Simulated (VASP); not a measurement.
Input:

```
CdO
1.0
    0.00000     2.35000     2.35000
    2.35000     0.00000     2.35000
    2.35000     2.35000     0.00000
Cd O
1 1
Direct
  0.00000   0.00000   0.00000
  0.50000   0.50000   0.50000
```

Computed with PBE GGA, VASP's PBE PAW potentials (set 64) (plane waves; VASP). Numerical set-up: 400 eV cut-off, 8×8×8 Γ-centred mesh, Fermi-Dirac smearing of 0.020 eV, potentials Cd O.

At this cut-off the stress carries a Pulay error, which pulls relaxed volumes low.

**Question.** Predict the energy per atom (σ→0), pressure, band gap (on the k-mesh) with the smallest direct gap where there is one.

**Answer.** 
```yaml
band gap (on the k-mesh): none (metal, semimetal or under 0.01 eV)
energy per atom (σ→0): -3855 meV/atom
pressure: 2.83 GPa
```

The absolute energy has meaning only against runs of the same code, potentials and settings.

The structure is a typed CdO crystal (Fm-3m). The cell was not relaxed at this level.
